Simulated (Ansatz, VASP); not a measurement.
## ZnSe (Stilleite): VASP beside Ansatz

Wanted: the spread between two codes on one cell, functional and k mesh. The cell is taken from a series of runs on this material, whose earlier steps may have relaxed, scaled, displaced or heated it; both programs get it as it stands.

Calculated with Ansatz 0.2.0; plane waves, with VASP 6.6.1 beside it; G0W0 gap at PBE, DFT+U.

### Step 1. The starting structure

The structure is cubic, space group F-43m (No. 216). Conventional cell: a = 5.668 Å, b = 5.668 Å, c = 5.668 Å, α = 90.00°, β = 90.00°, γ = 90.00°. Nearest to Zn lie 4 Se at 2.45 Å. Nearest to Se lie 4 Zn at 2.45 Å. Farther neighbours and most contacts between anions are not listed.

Coordinates:

```cif
data_structure
_symmetry_space_group_name_H-M 'P 1'
_symmetry_Int_Tables_number 1
_cell_length_a 4.0076
_cell_length_b 4.0076
_cell_length_c 4.0076
_cell_angle_alpha 60.000
_cell_angle_beta 60.000
_cell_angle_gamma 60.000
_cell_volume 45.51
loop_
_atom_site_label
_atom_site_type_symbol
_atom_site_fract_x
_atom_site_fract_y
_atom_site_fract_z
_atom_site_occupancy
Zn1 Zn 0.00000 0.00000 0.00000 1
Se2 Se 0.25000 0.25000 0.25000 1
```

### Step 2. VASP: G0W0 gap, PBE, DFT+U

Quasiparticle shifts depend on high empty states and on the cores, so they are the hardest test of two PAW sets.

Lines of VASP's logs that name or quote its potential files are left out, and so is its time.

The run reads the wave functions of an earlier VASP run, which isn't shown here.

Input file INCAR:

```
SYSTEM = ZnSe
PREC = Accurate
ENCUT = 430
ISMEAR = 0
SIGMA = 0.01
LREAL = .FALSE.
GGA = PE
NBANDS = 208
LASPH = .TRUE.
ALGO = EVGW0
NELMGW = 1
ENCUTGW = 150
NOMEGA = 64
PRECFOCK = Fast
NBANDSGW = 24
LWAVE = .FALSE.
LCHARG = .FALSE.
```

Input file POSCAR:

```
ZnSe
1.0
    0.0000000000      2.8338000000      2.8338000000
    2.8338000000      0.0000000000      2.8338000000
    2.8338000000      2.8338000000      0.0000000000
Zn Se
1 1
Direct
    0.0000000000      0.0000000000      0.0000000000
    0.2500000000      0.2500000000      0.2500000000
```

Input file KPOINTS:

```
Automatic mesh
0
Gamma
6 6 6
0 0 0
```

The projector-augmented-wave data sets are Zn_sv_GW and Se_GW (PBE family, release 64).

Run with:

```
> mpirun -np 8 vasp_std
```

Numbers of over 12 decimals in the logs are rounded to 6 here.

The program printed:

```text
[banner, memory and clock lines left out]
running    8 mpi-ranks, on    1 nodes
 distrk:  each k-point on    8 cores,    1 groups
 distr:  one band on    1 cores,    8 groups

 POSCAR found type information on POSCAR ZnSe
 POSCAR found :  2 types and       2 ions
|                                                                             |
|           W    W    AA    RRRRR   N    N  II  N    N   GGGG   !!!           |
|           W    W   A  A   R    R  NN   N  II  NN   N  G    G  !!!           |
|           W    W  A    A  R    R  N N  N  II  N N  N  G       !!!           |
|           W WW W  AAAAAA  RRRRR   N  N N  II  N  N N  G  GGG   !            |
|           WW  WW  A    A  R   R   N   NN  II  N   NN  G    G                |
|           W    W  A    A  R    R  N    N  II  N    N   GGGG   !!!           |
|                                                                             |
|     For optimal performance we recommend to set                             |
|       NCORE = 2 up to number-of-cores-per-socket                            |
|     NCORE specifies how many cores store one orbital (NPAR=cpu/NCORE).      |
|     This setting can greatly improve the performance of VASP for DFT.       |
|     The default, NCORE=1 might be grossly inefficient on modern             |
|     multi-core architectures or massively parallel machines. Do your        |
|     Unfortunately you need to use the default for GW and RPA                |
|     calculations (for HF NCORE is supported but not extensively tested      |
|     yet).                                                                   |
|                                                                             |

|                                                                             |
|           W    W    AA    RRRRR   N    N  II  N    N   GGGG   !!!           |
|           W    W   A  A   R    R  NN   N  II  NN   N  G    G  !!!           |
|           W    W  A    A  R    R  N N  N  II  N N  N  G       !!!           |
|           W WW W  AAAAAA  RRRRR   N  N N  II  N  N N  G  GGG   !            |
|           WW  WW  A    A  R   R   N   NN  II  N   NN  G    G                |
|           W    W  A    A  R    R  N    N  II  N    N   GGGG   !!!           |
|                                                                             |
|     The default for ENCUTGWSOFT is different in this version of VASP.       |
|     please manually set ENCUTGWSOFT =150 in the INCAR file.                 |
|                                                                             |

 LDA part: xc-table for (Slater+PW92), standard interpolation
 found WAVECAR, reading the header
 POSCAR, INCAR and KPOINTS ok, starting setup
 FFT: planning ... GRIDC
 FFT: planning ... GRID_SOFT
 FFT: planning ... GRID
 reading WAVECAR
 the WAVECAR file was read successfully
 initial charge from wavefunction
 available memory per node:     59.32 GB, setting MAXMEM to     60745

 The Fermi energy was updated, please check that it is located mid-gap
 values below the HOMO (VB) or above the LUMO (CB) will cause erroneous energies
 E-fermi :   3.1864

 calculate exact exchange contribution
 the WAVEDER file was read successfully
|                                                                             |
|           W    W    AA    RRRRR   N    N  II  N    N   GGGG   !!!           |
|           W    W   A  A   R    R  NN   N  II  NN   N  G    G  !!!           |
|           W    W  A    A  R    R  N N  N  II  N N  N  G       !!!           |
|           W WW W  AAAAAA  RRRRR   N  N N  II  N  N N  G  GGG   !            |
|           WW  WW  A    A  R   R   N   NN  II  N   NN  G    G                |
|           W    W  A    A  R    R  N    N  II  N    N   GGGG   !!!           |
|                                                                             |
|     Automatic setting of frequency mesh for GW failed. Frequency mesh       |
|     properly not suitable for determining QP energies. Consider             |
|     increasing number of kpoints.                                           |
|                                                                             |

energies w=
    0.000    0.000    1.343    0.000    2.682    0.000    4.016    0.000
    5.342    0.000    6.657    0.000    7.959    0.000    9.247    0.000
   10.519    0.000   11.775    0.000   13.014    0.000   14.236    0.000
   15.442    0.000   16.632    0.000   17.807    0.000   18.968    0.000
   20.117    0.000   21.255    0.000   22.384    0.000   23.506    0.000
   24.622    0.000   25.736    0.000   26.849    0.000   27.963    0.000
   29.082    0.000   30.207    0.000   31.342    0.000   32.490    0.000
   33.653    0.000   34.836    0.000   36.042    0.000   37.275    0.000
   38.539    0.000   39.839    0.000   41.180    0.000   42.569    0.000
   44.012    0.000   45.516    0.000   47.090    0.000   48.743    0.000
   50.485    0.000   52.331    0.000   54.293    0.000   56.389    0.000
   58.638    0.000   61.064    0.000   63.696    0.000   66.566    0.000
   69.715    0.000   73.194    0.000   77.063    0.000   81.400    0.000
   86.302    0.000   91.896    0.000   98.346    0.000  105.870    0.000
  114.768    0.000  125.455    0.000  138.533    0.000  154.899    0.000
  175.959    0.000  204.043    0.000  243.313    0.000  302.014    0.000
 responsefunction array rank=     200
 LDA part: xc-table for (Slater+PW92), standard interpolation

 min. memory requirement per mpi rank    371.8 MB, per node   2974.8 MB

 allocating   8 responsefunctions rank=   200
 shmem allocating  64 responsefunctions rank=   200
 response function shared by NCSHMEM nodes    1
 Doing            8  frequencies on each core in blocks of           64
NQ=   1    0.0000    0.0000    0.0000,
|.........|.........|.........|.........|.........|.........|.........|.........
 performed       1254000 updates of chi_q(r,r)
 total number of BLAS operations        328.88 Gflops
NQ=   2    0.1667    0.0000    0.0000,
|.........|.........|.........|.........|.........|.........|.........|.........
 performed       3187000 updates of chi_q(r,r)
 total number of BLAS operations        786.56 Gflops
NQ=   3    0.3333    0.0000    0.0000,
|.........|.........|.........|.........|.........|.........|.........|.........
 performed       5120000 updates of chi_q(r,r)
 total number of BLAS operations       1321.76 Gflops
NQ=   4    0.5000    0.0000    0.0000,
|.........|.........|.........|.........|.........|.........|.........|.........
 performed       6814000 updates of chi_q(r,r)
 total number of BLAS operations       1760.89 Gflops
NQ=   5    0.1667    0.1667    0.0000,
|.........|.........|.........|.........|.........|.........|.........|.........
 performed       8747000 updates of chi_q(r,r)
 total number of BLAS operations       2267.71 Gflops
NQ=   6    0.3333    0.1667    0.0000,
|.........|.........|.........|.........|.........|.........|.........|.........
 performed      11539000 updates of chi_q(r,r)
 total number of BLAS operations       3074.15 Gflops
NQ=   7    0.5000    0.1667    0.0000,
|.........|.........|.........|.........|.........|.........|.........|.........
 performed      14331000 updates of chi_q(r,r)
 total number of BLAS operations       3880.60 Gflops
NQ=   8   -0.3333    0.1667    0.0000,
|.........|.........|.........|.........|.........|.........|.........|.........
 performed      17123000 updates of chi_q(r,r)
 total number of BLAS operations       4687.04 Gflops
NQ=   9   -0.1667    0.1667    0.0000,
|.........|.........|.........|.........|.........|.........|.........|.........
 performed      19595000 updates of chi_q(r,r)
 total number of BLAS operations       5356.83 Gflops
NQ=  10    0.3333    0.3333    0.0000,
|.........|.........|.........|.........|.........|.........|.........|.........
 performed      21528000 updates of chi_q(r,r)
 total number of BLAS operations       5939.06 Gflops
NQ=  11    0.5000    0.3333    0.0000,
|.........|.........|.........|.........|.........|.........|.........|.........
 performed      24320000 updates of chi_q(r,r)
 total number of BLAS operations       6762.58 Gflops
NQ=  12   -0.3333    0.3333    0.0000,
|.........|.........|.........|.........|.........|.........|.........|.........
 performed      26792000 updates of chi_q(r,r)
 total number of BLAS operations       7447.00 Gflops
NQ=  13    0.5000    0.5000    0.0000,
|.........|.........|.........|.........|.........|.........|.........|.........
 performed      28346000 updates of chi_q(r,r)
 total number of BLAS operations       7895.91 Gflops
NQ=  14    0.5000    0.3333    0.1667,
|.........|.........|.........|.........|.........|.........|.........|.........
 performed      31437000 updates of chi_q(r,r)
 total number of BLAS operations       8779.48 Gflops
NQ=  15   -0.3333    0.3333    0.1667,
|.........|.........|.........|.........|.........|.........|.........|.........
 performed      34369000 updates of chi_q(r,r)
 total number of BLAS operations       9662.32 Gflops
NQ=  16   -0.3333    0.5000    0.1667,
|.........|.........|.........|.........|.........|.........|.........|.........
 performed      36851000 updates of chi_q(r,r)
 total number of BLAS operations      10425.38 Gflops
 resolving degeneracies of screened two electron integrals

 calculate QP shifts <psi_nk| G(iteration)W_0 |psi_nk>: iteration 1
 entering main loop
```

From OUTCAR (step 2):

```text
ion  position               nearest neighbor table
   1  0.000  0.000  0.000-   2 2.45   2 2.45   2 2.45   2 2.45
   2  0.250  0.250  0.250-   1 2.45   1 2.45   1 2.45   1 2.45

  LATTYP: Found a face centered cubic cell.
 ALAT       =     5.6676000000

 Subroutine GETGRP returns: Found 24 space group operations
 (whereof 24 operations were pure point group operations)

The static configuration has the point symmetry T_d .

 Found     16 irreducible k-points:

   k-points           NKPTS =     16   k-points in BZ     NKDIM =    216   number of bands    NBANDS=    208

   dimension x,y,z NGX =    28 NGY =   28 NGZ =   28
   dimension x,y,z NGXF=    56 NGYF=   56 NGZF=   56

   ENCUT  =  430.0 eV  31.60 Ry    5.62 a.u.   6.78  6.78  6.78*2*pi/ulx,y,z

   NELECT =      26.0000    total number of electrons

  energy-cutoff  :      430.00
  volume of cell :       45.51
      direct lattice vectors                 reciprocal lattice vectors
     0.000000000  2.833800000  2.833800000    -0.176441527  0.176441527  0.176441527
     2.833800000  0.000000000  2.833800000     0.176441527 -0.176441527  0.176441527
     2.833800000  2.833800000  0.000000000     0.176441527  0.176441527 -0.176441527

 k-points in reciprocal lattice and weights: Automatic mesh
   0.00000000  0.00000000  0.00000000       0.005
   0.16666667  0.00000000  0.00000000       0.037
   0.33333333  0.00000000  0.00000000       0.037
   0.50000000  0.00000000  0.00000000       0.019
   0.16666667  0.16666667  0.00000000       0.028
   0.33333333  0.16666667  0.00000000       0.111
   0.50000000  0.16666667  0.00000000       0.111
  -0.33333333  0.16666667  0.00000000       0.111
  -0.16666667  0.16666667  0.00000000       0.056
[...]
-0.33333333  0.33333333  0.16666667       0.111
  -0.33333333  0.50000000  0.16666667       0.056

 E-fermi :   3.1864

 QP shifts <psi_nk| G(iteration)W_0 |psi_nk>: iteration 1
 for sc-GW calculations column KS-energies equals QP-energies in previous step
 and V_xc(KS)=  KS-energies - (<T + V_ion + V_H > + <T+V_H+V_ion>^1  + <V_x>^1)
 k-point   1 :       0.0000    0.0000    0.0000
  band No.  KS-energies  QP-energies   sigma(KS)   V_xc(KS)     V^pw_x(r,r')   Z            occupation Imag(sigma)
    ...
     10      -5.0987      -5.7188     -34.3451     -33.4849     -42.8845       0.7209       2.0000       0.8954
     11       2.4508       1.6271     -15.4616     -14.4194     -16.9792       0.7904       2.0000       0.3387
     12       2.4508       1.6271     -15.4616     -14.4194     -16.9792       0.7904       2.0000       0.3387
     13       2.4508       1.6271     -15.4616     -14.4194     -16.9792       0.7904       2.0000       0.3387
     14       3.9220       4.3975     -10.3844     -10.9696      -6.9454       0.8126       0.0000      -0.3114
     15       8.4445       8.9265      -9.7690     -10.3651      -5.6756       0.8085       0.0000      -0.4758
     16       8.4445       8.9265      -9.7690     -10.3651      -5.6756       0.8085       0.0000      -0.4758
     17       8.4445       8.9265      -9.7690     -10.3651      -5.6756       0.8085       0.0000      -0.4758
    ...

 k-point   2 :       0.1667    0.0000    0.0000
  band No.  KS-energies  QP-energies   sigma(KS)   V_xc(KS)     V^pw_x(r,r')   Z            occupation Imag(sigma)
    ...
     10      -5.1001      -5.7196     -34.3355     -33.4749     -42.8751       0.7198       2.0000       0.8962
     11       0.5672      -0.3229     -14.6215     -13.4913     -16.3566       0.7877       2.0000       0.4256
     12       2.2130       1.3545     -15.2131     -14.1266     -16.7574       0.7901       2.0000       0.3507
     13       2.2130       1.3545     -15.2131     -14.1266     -16.7574       0.7901       2.0000       0.3507
     14       5.1748       5.6496     -10.7219     -11.3098      -7.2011       0.8075       0.0000      -0.3429
     15       8.4765       8.9501      -9.8821     -10.4677      -5.8175       0.8085       0.0000      -0.4878
     16       8.8379       9.3503      -9.8813     -10.5162      -5.7044       0.8071       0.0000      -0.5011
     17       8.8379       9.3503      -9.8813     -10.5162      -5.7044       0.8071       0.0000      -0.5011
    ...

 k-point   3 :       0.3333    0.0000    0.0000
  band No.  KS-energies  QP-energies   sigma(KS)   V_xc(KS)     V^pw_x(r,r')   Z            occupation Imag(sigma)
    ...
     10      -5.0949      -5.7131     -34.3647     -33.5081     -42.9143       0.7217       2.0000       0.8979
     11      -1.5873      -2.7327     -14.1420     -12.6740     -16.6690       0.7802       2.0000       0.6473
     12       1.8102       0.8913     -14.8345     -13.6685     -16.4421       0.7881       2.0000       0.3747
     13       1.8102       0.8913     -14.8345     -13.6685     -16.4421       0.7881       2.0000       0.3747
     14       5.3096       5.8133     -10.2999     -10.9214      -6.6307       0.8105       0.0000      -0.3622
     15       9.0716       9.5891      -9.7416     -10.3822      -5.5927       0.8076       0.0000      -0.5119
     16       9.0716       9.5891      -9.7416     -10.3822      -5.5927       0.8076       0.0000      -0.5119
     17      10.1426      10.6632      -9.6986     -10.3457      -5.2118       0.8044       0.0000      -0.6376
    ...

 k-point   4 :       0.5000    0.0000    0.0000
  band No.  KS-energies  QP-energies   sigma(KS)   V_xc(KS)     V^pw_x(r,r')   Z            occupation Imag(sigma)
    ...
     10      -4.9167      -5.5249     -33.8694     -33.0302     -42.2914       0.7247       2.0000       0.9163
     11      -2.6111      -3.9234     -12.6061     -10.9218     -15.1878       0.7791       2.0000       0.7717
     12       1.6343       0.6897     -14.6710     -13.4704     -16.3062       0.7867       2.0000       0.3855
     13       1.6343       0.6897     -14.6710     -13.4704     -16.3062       0.7867       2.0000       0.3855
     14       5.1654       5.6663     -10.3207     -10.9384      -6.6946       0.8109       0.0000      -0.3557
     15       8.9566       9.4593      -9.6209     -10.2419      -5.5518       0.8093       0.0000      -0.5006
     16       8.9566       9.4593      -9.6209     -10.2419      -5.5518       0.8093       0.0000      -0.5006
     17      11.1142      11.4868      -8.4921      -8.9535      -3.9078       0.8074       0.0000      -0.7126
    ...

[... 4 further parts left out ...]
```

[end of part 1 of 2]

[Lines on the potential files, build, host, timing and source positions are cut from VASP's logs without a mark.]

[Logs are printed without paths, hosts, clocks, repeated set-up lines and the standing remarks that a program may print on its own settings, such as how far it seeks lower states.]

[Hosts, paths, dates, database ids (printed as entryN), source tags and the programs' standing remarks are cut or masked in the printed files.]
